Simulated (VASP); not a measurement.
# Shielding tensors and field gradients of LiHS, part 3 of 6

What are the shielding tensors of LiHS? The cell has space group Ama2. The start is a cell from a database of measured crystal structures.

VASP 6.6.1, plane waves and PAW; the level of theory is named at each step.

So far. Step 2 (Ground state): The cell has a gap of 3.22 eV on this mesh. Forces of up to 0.36 eV/Å remain in these settings, with PBE data sets under LDA.

## (3) Shielding tensors (continued)

Level of this step: chemical shifts by linear response (GIPAW), LDA; plane waves and PAW (S, Li_sv, H) (VASP).

Parts of OUTCAR (step 3):

```text
 Found     39 irreducible k-points:

   ENCUT  =  700.0 eV  51.45 Ry    7.17 a.u.  13.28  8.49  8.49*2*pi/ulx,y,z

   NELECT =      20.0000    total number of electrons

  Total       -1.3225707     -1.0225117     -0.9829421      0.0000000      0.0000000      0.0000000
  in kB      -22.2155912    -17.1754162    -16.5107534      0.0000000      0.0000000      0.0000000
  external PRESSURE =     -18.6339203 kB  Pullay stress =       0.0000000 kB

  energy-cutoff  :      700.00
  volume of cell :       95.38
      direct lattice vectors                 reciprocal lattice vectors
     6.156870000  0.000000000  0.000000000     0.162420191  0.000000000  0.000000000
     0.000000000  2.809205000  2.757390000     0.000000000  0.177986299  0.181330896
     0.000000000 -2.809205000  2.757390000     0.000000000 -0.177986299  0.181330896

 POSITION                                       TOTAL-FORCE (eV/Angst)
 -----------------------------------------------------------------------------------
      4.61765      1.47039      4.06467         0.000000     -0.212310      0.231191
      1.53922     -1.47039      4.06467        -0.000000      0.212310      0.231191
      3.07843      0.00000      2.76654         0.000000     -0.000000     -0.008399
      0.00000      0.00000      2.76654         0.000000     -0.000000     -0.008399
      1.53922     -2.38895      3.07885         0.000000     -0.223876     -0.222792
      4.61765      2.38895      3.07885         0.000000      0.223876     -0.222792
 -----------------------------------------------------------------------------------
    total drift:                                0.000000     -0.000000      0.000175

 Electric field gradients after diagonalization (V/A^2)
 (convention: |V_zz| > |V_xx| > |V_yy|)
----------------------------------------------------------------------
 ion       V_xx      V_yy      V_zz     asymmetry (V_yy - V_xx)/ V_zz
----------------------------------------------------------------------
   1     -89.131   -70.489   159.620       0.117
   2     -89.131   -70.489   159.620       0.117
   3       0.064     0.047    -0.111       0.154
   4       0.064     0.047    -0.111       0.154
   5     -11.160   -10.739    21.899       0.019
   6     -11.160   -10.739    21.899       0.019
----------------------------------------------------------------------

  ORBITAL MAGNETIC SUSCEPTIBILITY, excluding core contribution
 -------------------------------------------------------------
  Approximate magnetic susceptibility, pGv (10^-6 cm^3/mole)
     1        -60.865472          0.000000          0.000000
     2          0.000000        -56.041835          0.000000
     3          0.000000          0.000000        -55.451117
 -------------------------------------------------------------
  Approximate magnetic susceptibility, vGv (10^-6 cm^3/mole)
     1        -55.268147          0.000000          0.000000
     2          0.000000        -52.420354          0.000000
     3          0.000000          0.000000        -51.157447

  CSA tensor (J. Mason, Solid State Nucl. Magn. Reson. 2, 285 (1993))
  for chemical shielding  (including the isotropic core contribution)

  BDIR labels direction of applied magnetic field (i.e. B0)
  For BDIR==1, B0 along x-axis, etc.
  Induced field listed along cartesian directions for each BDIR
 ------------------------------------------------------------------------------------------
                 EXCLUDING G=0 CONTRIBUTION              INCLUDING G=0 CONTRIBUTION
 ------------------------------------------------------------------------------------------
  ion  BDIR            X           Y           Z                X           Y           Z
          (   iso_shield        span        skew ) (   iso_shield        span        skew )
 ------------------------------------------------------------------------------------------
    1     1     656.8008      0.0000      0.0000         666.1508      0.0000      0.0000
          2       0.0000    731.6319   -101.6379           0.0000    740.2783   -101.6379
          3       0.0000   -102.3553    745.6729           0.0000   -102.3553    754.2332
          (     711.3685    204.4758      0.8006 ) (     720.2208    204.4700      0.7933 )

    2     1     656.8008      0.0000      0.0000         666.1508      0.0000      0.0000
          2      -0.0000    731.6319    101.6379          -0.0000    740.2783    101.6379
          3       0.0000    102.3553    745.6729           0.0000    102.3553    754.2332
          (     711.3685    204.4758      0.8006 ) (     720.2208    204.4700      0.7933 )

    3     1      78.7454      2.0699      0.0000          88.0954      2.0699      0.0000
          2       1.0485     76.1653      0.0000           1.0485     84.8118      0.0000
          3       0.0000      0.0000     75.7353           0.0000      0.0000     84.2957
          (      76.8820      4.0473      0.8500 ) (      85.7343      4.5284      0.9531 )

    4     1      78.7454     -2.0699      0.0000          88.0954     -2.0699      0.0000
          2      -1.0485     76.1653      0.0000          -1.0485     84.8118      0.0000
          3       0.0000      0.0000     75.7353           0.0000      0.0000     84.2957
          (      76.8820      4.0473      0.8500 ) (      85.7343      4.5284      0.9531 )

    5     1      18.2374      0.0000     -0.0000          27.5874      0.0000     -0.0000
          2       0.0000     25.9450      8.7135           0.0000     34.5915      8.7135
          3      -0.0000      8.8186     26.4958          -0.0000      8.8186     35.0562
          (      23.5594     17.5408      0.9102 ) (      32.4117     17.5383      0.8252 )

    6     1      18.2374      0.0000      0.0000          27.5874      0.0000      0.0000
          2       0.0000     25.9450     -8.7135           0.0000     34.5915     -8.7135
          3       0.0000     -8.8186     26.4958           0.0000     -8.8186     35.0562
          (      23.5594     17.5408      0.9102 ) (      32.4117     17.5383      0.8252 )
 ------------------------------------------------------------------------------------------

[... 7 parts as in an earlier step ...]

[... 1 further part left out ...]
```

The atoms bear forces, and field gradients depend strongly on their positions.

This step gave:

```yaml
free_energy_toten: -25.09 eV
fermi_energy: 0.1902 eV
pressure: -1.863 GPa
gap_on_the_k_mesh: 3.218 eV
least_direct_gap_on_the_k_mesh: 3.218 eV
```

Valence and core; the G = 0 term is that of a spherical sample. NMR shielding, by row:

| atom | isotropic shielding (ppm) | span (ppm) | skew | isotropic shielding without the G = 0 term (ppm) |
| --- | --- | --- | --- | --- |
| S1 | 720.2 | 204.5 | 0.7933 | 711.4 |
| S2 | 720.2 | 204.5 | 0.7933 | 711.4 |
| Li3 | 85.73 | 4.528 | 0.9531 | 76.88 |
| Li4 | 85.73 | 4.528 | 0.9531 | 76.88 |
| H5 | 32.41 | 17.54 | 0.8252 | 23.56 |
| H6 | 32.41 | 17.54 | 0.8252 | 23.56 |

Ordered as |Vzz| ≥ |Vxx| ≥ |Vyy|, the program's way. Electric field gradients, by row:

| atom | Vxx (V/Å²) | Vyy (V/Å²) | Vzz (V/Å²) | asymmetry |
| --- | --- | --- | --- | --- |
| S1 | -89.13 | -70.49 | 159.6 | 0.117 |
| S2 | -89.13 | -70.49 | 159.6 | 0.117 |
| Li3 | 0.064 | 0.047 | -0.111 | 0.154 |
| Li4 | 0.064 | 0.047 | -0.111 | 0.154 |
| H5 | -11.16 | -10.74 | 21.9 | 0.019 |
| H6 | -11.16 | -10.74 | 21.9 | 0.019 |

(Continued in part 4 of 6.)

[Lines on the potential files, build, host, timing and source positions are cut from VASP's logs without a mark.]

[Logs are printed without paths, hosts, clocks, repeated set-up lines and the standing remarks that a program may print on its own settings, such as how far it seeks lower states.]

[Hosts, paths, dates, database ids (printed as entryN), source tags and the programs' standing remarks are cut or masked in the printed files.]
